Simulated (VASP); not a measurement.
# Re (P6_3/mmc) in VASP: a series of runs, part 2 of 2

VASP 6.6.1. Earlier steps stand in the parts before.

## 3. Relaxation of cell and atoms, PBEsol

The input, INCAR:

```
PREC = Accurate
ENCUT = 300
EDIFF = 1E-7
ISMEAR = 0
SIGMA = 0.1
LREAL = False
LASPH = True
NELM = 80
ALGO = Normal
ISIF = 3
LWAVE = False
LCHARG = False
GGA = PS
IBRION = 2
NSW = 90
EDIFFG = -0.005
```

The input, KPOINTS:

```
Automatic mesh
0
Gamma
  18 18 10
```

The input, POSCAR:

```
Re
1.0
    2.7610000000      0.0000000000      0.0000000000
   -1.3805000000      2.3910961400      0.0000000000
    0.0000000000      0.0000000000      4.4560000000
Re
2
Direct
    0.3333333300      0.6666666700      0.2500000000
    0.6666666700      0.3333333300      0.7500000000
```

Potentials or basis: VASP PAW PBE potentials, release 64 (Re).

Run with:

```bash
cat potpaw_PBE.64/Re/POTCAR > POTCAR
mpirun -np 1 vasp_std > vasp.out
```

OUTCAR:

```text
PREC = Accurate
   ENCUT = 300
   EDIFF = 1E-7
   ISMEAR = 0
   LREAL = False
   LASPH = True
   NELM = 80
   ISIF = 3
   GGA = PS
   IBRION = 2
   NSW = 90
   EDIFFG = -0.005

 ion  position               nearest neighbor table
   1  0.333  0.667  0.250-   2 2.74   2 2.74   2 2.74   2 2.74   2 2.74   2 2.74
   2  0.667  0.333  0.750-   1 2.74   1 2.74   1 2.74   1 2.74   1 2.74   1 2.74

  LATTYP: Found a hexagonal cell.
 ALAT       =     2.7610000000
 C/A-ratio  =     1.6139080043

  Lattice vectors:

 A1 = (   2.7610000000,   0.0000000000,   0.0000000000)
 A2 = (  -1.3805000000,   2.3910961400,   0.0000000000)
 A3 = (   0.0000000000,   0.0000000000,   4.4560000000)

Analysis of symmetry for initial positions (statically):
=====================================================================
 Subroutine PRICEL returns:
[... 381 lines left out ...]
      4       6.2783      2.00000
      5       6.2783      2.00000
      6       7.1358      2.00000
      7       7.1358      2.00000
      8       8.0866      0.00436
      9       8.0866      0.00436
     10       8.5526      0.00000
     11      11.3405      0.00000
[... 309 lines left out ...]
 k-point    24 :       0.3889    0.1111    0.0000
  band No.  band energies     occupation
      1       2.2162      2.00000
      2       2.3450      2.00000
      3       2.6556      2.00000
      4       5.5866      2.00000
      5       5.7610      2.00000
      6       6.4978      2.00000
      7       7.2635      2.00000
      8      11.1777      0.00000
      9      11.7917      0.00000
     10      12.0906      0.00000
     11      13.6733      0.00000

 [... further k-points ...]

------------------------ aborting loop because EDIFF is reached ----------------------------------------

  FORCE on cell =-STRESS in cart. coord.  units (eV):
  Direction    XX          YY          ZZ          XY          YZ          ZX
  --------------------------------------------------------------------------------------
  -------------------------------------------------------------------------------------
  Total        0.0037366      0.0037366     -0.0020834      0.0000000      0.0000000      0.0000000
  in kB        0.2065779      0.2065779     -0.1151811      0.0000000      0.0000000      0.0000000
  external PRESSURE =       0.0993249 kB  Pullay stress =       0.0000000 kB
[... 17 lines left out ...]
  FREE ENERGIE OF THE ION-ELECTRON SYSTEM (eV)
  ---------------------------------------------------
  free  energy   TOTEN  =       -26.7169326687 eV

  energy  without entropy=      -26.7087921075  energy(sigma->0) =      -26.71286239

 reached required accuracy - stopping structural energy minimisation
```

OSZICAR:

```text
N       E                     dE             d eps       ncg     rms          rms(c)
DAV:   1     0.601713933082E+01    0.60171E+01   -0.53686E+03  9737   0.127E+03
DAV:   2    -0.258058817675E+02   -0.31823E+02   -0.27497E+02  8627   0.299E+02
DAV:   3    -0.281522675044E+02   -0.23464E+01   -0.20411E+01  8941   0.925E+01
[... 94 lines left out ...]
       N       E                     dE             d eps       ncg     rms          rms(c)
DAV:   1    -0.267169349117E+02   -0.36782E-05   -0.17156E-04  7338   0.464E-01    0.198E-02
DAV:   2    -0.267169335261E+02    0.13857E-05   -0.20952E-06  8656   0.237E-02    0.704E-03
DAV:   3    -0.267169327513E+02    0.77480E-06   -0.42035E-07  3704   0.175E-02    0.390E-03
DAV:   4    -0.267169326687E+02    0.82521E-07   -0.96098E-08  2640   0.108E-02
  14 F= -.26716933E+02 E0= -.26712862E+02  d E =-.173805E-05
```

Run time: 2.7 min. Hardware: 1 thread of Intel Xeon Platinum 8488C (Sapphire Rapids), shared host; peak memory 0.16 GiB.

Results:

```
Free energy                            : -26.7169 eV
Relaxed volume                         : 14.49 Å³/atom
Relaxed cell                           : a = 2.747 Å, b = 2.747 Å, c = 4.436 Å, α = 90.00°, β = 90.00°, γ = 120.00°
Space group after relaxing (to 0.05 Å) : P6_3/mmc (No. 194)
Energy gained by relaxing              : 4.1 meV/atom
Ionic steps                            : 14
Pressure after relaxing                : 0.0 GPa
Band gap on the k mesh                 : none (metal or under the smearing width)
```

The path:
```
step  energy change (eV)  largest force (eV/Å)  pressure (GPa)  volume (Å³)
   1              0.0000                0.0000           -5.93        29.42
   2              0.1569                0.0000           30.83        27.16
   3             -0.0082                0.0000           -0.17        28.99
   4             -0.0082                0.0000           -0.02        28.98
   5             -0.0082                0.0000            0.10        28.97
   6             -0.0082                0.0000           -0.35        29.01
   7             -0.0082                0.0000           -0.03        28.98
   8             -0.0082                0.0000           -0.03        28.98
   9             -0.0082                0.0000           -0.19        28.99
  10             -0.0082                0.0000           -0.05        28.98
  11             -0.0082                0.0000           -0.05        28.98
  12             -0.0082                0.0000           -0.04        28.98
  13             -0.0082                0.0000            0.05        28.98
  14             -0.0082                0.0000            0.01        28.98
```

Final structure:
```xyz
2
Lattice="2.7467 0.0000 0.0000 -1.3733 2.3787 0.0000 0.0000 0.0000 4.4357" Properties=species:S:1:pos:R:3 pbc="T T T"
Re    0.0000    1.5858    1.1089
Re    1.3733    0.7929    3.3268
```

Caveat: the PAW data sets were made with another functional, which shifts forces and pressure a little. The run has no spin-orbit coupling, so splittings on Re are missing.

## 4. Relaxation of cell and atoms, PBEsol

Edit INCAR of step 3 so:

```diff
@@ -1,3 +1,3 @@
 PREC = Accurate
-ENCUT = 300
+ENCUT = 600
 EDIFF = 1E-7
```

The input, KPOINTS:

```
Automatic mesh
0
Gamma
  6 6 4
```

POSCAR is that of step 3.

Run with:

```bash
cat potpaw_PBE.64/Re/POTCAR > POTCAR
mpirun -np 1 vasp_std > vasp.out
```

Run time: 49 s. Hardware: 1 thread of Intel Xeon Platinum 8488C (Sapphire Rapids), shared host; peak memory 0.15 GiB.

Results (log left out):

```
Free energy                            : -26.7535 eV
Relaxed volume                         : 14.58 Å³/atom
Relaxed cell                           : a = 2.750 Å, b = 2.750 Å, c = 4.451 Å, α = 90.00°, β = 90.00°, γ = 120.00°
Space group after relaxing (to 0.05 Å) : P6_3/mmc (No. 194)
Energy gained by relaxing              : 1.7 meV/atom
Ionic steps                            : 6
Pressure after relaxing                : 0.0 GPa
Band gap on the k mesh                 : none (metal or under the smearing width)
```

The path:
```csv
step,energy change (eV),largest force (eV/Å),pressure (GPa),volume (Å³)
1,0.0000,0.0000,-3.59,29.42
2,0.0550,0.0000,17.23,28.04
3,-0.0032,0.0000,0.04,29.15
4,-0.0032,0.0000,0.09,29.15
5,-0.0032,0.0000,-0.09,29.16
6,-0.0033,0.0000,0.01,29.15
```

Final structure:
```yaml
crystal:
  lattice:
    - [2.74992, 0.00000, 0.00000]
    - [-1.37496, 2.38150, 0.00000]
    - [0.00000, 0.00000, 4.45122]
  atoms:
    - { symbol: Re, position: [0.33333, 0.66667, 0.25000] }
    - { symbol: Re, position: [0.66667, 0.33333, 0.75000] }
```

Levels at points of the mesh, in eV from the Fermi level:
| k point | band 5 | band 6 | band 7 | band 8 | band 9 | band 10 |
| --- | --- | --- | --- | --- | --- | --- |
| (0.00, 0.00, 0.00) | -1.57 | -0.73 | -0.73 | 0.23 | 0.23 | 0.64 |
| (0.50, 0.00, 0.00) | -1.70 | -1.38 | -0.59 | 4.09 | 4.46 | 4.63 |
| (0.00, 0.00, 0.50) | -1.70 | -1.70 | -1.70 | -1.70 | 2.61 | 2.61 |
| (0.50, 0.00, 0.50) | 0.43 | 0.43 | 0.98 | 0.98 | 4.40 | 4.40 |

Caveat: the k mesh is coarse (spacing up to 0.44 Å⁻¹), so the values aren't converged; the PAW data sets were made with another functional, which shifts forces and pressure a little. Spin-orbit coupling is left out, which matters for the levels of Re.

## 5. Single point, PBEsol

The input, INCAR:

```
PREC = Accurate
ENCUT = 520
EDIFF = 1E-6
ISMEAR = 0
SIGMA = 0.1
LREAL = False
LASPH = True
NELM = 80
ALGO = Normal
ISIF = 2
LWAVE = False
LCHARG = False
GGA = PS
NBANDS = 14
```

The input, KPOINTS:

```
Automatic mesh
0
Gamma
  18 18 10
```

POSCAR is that of step 4.

Run with:

```bash
cat potpaw_PBE.64/Re/POTCAR > POTCAR
mpirun -np 1 vasp_std > vasp.out
```

Run time: 85 s. Hardware: 1 thread of Intel Xeon Platinum 8488C (Sapphire Rapids), shared host; peak memory 0.21 GiB.

The run converged. Its results:

| Property | Result |
| --- | --- |
| Free energy | -26.7368 eV |
| Pressure | -4.1 GPa |
| Band gap on the k mesh | none (metal or under the smearing width) |

Stress tensor (GPa, compression positive):
```
-4.24  0.00  0.00
 0.00 -4.24  0.00
 0.00  0.00 -3.95
```

Levels at points of the mesh, in eV from the Fermi level:
```
           k point  band 4  band 5  band 6  band 7  band 8  band 9  band 10  band 11
(0.00, 0.00, 0.00)   -1.57   -1.56   -0.73   -0.73    0.20    0.20     0.64     3.39
(0.50, 0.00, 0.00)   -1.93   -1.73   -1.35   -0.58    3.99    4.41     4.53     6.09
(0.00, 0.00, 0.50)   -2.37   -1.70   -1.70   -1.70   -1.70    2.57     2.57     2.57
(0.50, 0.00, 0.50)   -4.08    0.41    0.41    0.94    0.94    4.30     4.30     4.81
```

Caveat: the PAW data sets were made with another functional, which shifts forces and pressure a little. The run has no spin-orbit coupling, so splittings on Re are missing.

## 6. Summary

```tsv
task	level	cell	k mesh	cutoff (eV)	mesh quality	gap on the mesh (eV)	pressure (GPa)	relaxed volume (Å³/atom)
relaxation of cell and atoms	PBE+D3(BJ)	relaxed	18 × 18 × 10	600	not flagged	none	0.0	14.65
relaxation of cell and atoms	PBEsol	relaxed	18 × 18 × 10	300	not flagged	none	0.0	14.49
relaxation of cell and atoms	PBEsol	relaxed	6 × 6 × 4	600	coarse	none	0.0	14.58
single point	PBEsol	as given	18 × 18 × 10	520	not flagged	none	-4.1	-
```

Alike in all rows: potentials or basis VASP PAW PBE potentials, release 64 (Re); no spin polarisation; smearing gaussian 0.1 eV.

Caveats: some runs use coarse meshes; the PAW data sets were made with another functional, which shifts forces and pressure a little (some runs); pairwise dispersion overbinds metals, which lowers pressure and volume (some runs).

Absolute energies hang on the potentials; compare differences alone.
